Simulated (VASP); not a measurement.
Consider the following.

```
CELL_PARAMETERS angstrom
      4.47122     0.00000     0.00000
     -2.23561     3.87219     0.00000
      0.00000     0.00000     2.54945
ATOMIC_POSITIONS crystal
  Co 0.00000 0.00000 0.00000
  Ge 0.33333 0.66667 0.50000
  Ge 0.66667 0.33333 0.50000
```

Calculation: PBEsol GGA with spin-orbit coupling, VASP's PBE PAW potentials (set 64) (plane waves; VASP). Run with 400 eV cut-off, 7×7×11 Γ-centred mesh, Gaussian smearing of 0.050 eV, potentials Co Ge_d. Starting moments (MAGMOM): 0 0 1.4 0 0 0.0 0 0 0.0.

**Question.** Give the energies of bands 31 to 44 at the high-symmetry points, in eV from the Fermi level.

**Answer.** 
```
band      Γ      M      K      A      L      H
----  -----  -----  -----  -----  -----  -----
31    -1.49  -1.89  -1.74  -1.01  -1.86  -2.08
32    -1.42  -1.50  -1.62  -0.98  -1.77  -2.02
33    -1.37  -1.46  -1.51  -0.97  -1.66  -1.85
34    -1.35  -1.34  -1.43  -0.86  -0.70  -1.50
35    -1.26  -1.16   0.11  -0.53  -0.57  -1.36
36    -1.25  -0.05   0.18  -0.50  -0.45  -1.08
37    -0.36   0.10   0.93  -0.46  -0.41  -0.77
38    -0.27   0.20   1.05  -0.35   0.33  -0.71
39     0.14   3.59   1.36  -0.29   0.33  -0.38
40     0.23   3.62   1.49  -0.20   0.38  -0.25
41     0.68   4.96   2.17  -0.13   0.64   2.21
42     0.77   5.20   2.45   0.72   1.14   2.83
43     1.57   5.53   7.13   4.87   3.20   5.29
44     2.04   5.79   7.13   5.06   3.24   5.43
```

It has no gap at this level: it comes out as a metal or semimetal.

The structure was generated: CoGe2 was put into the AlB2 type (P6/mmm), which need not be its known phase. It was relaxed first, which changed the volume by -48 %.
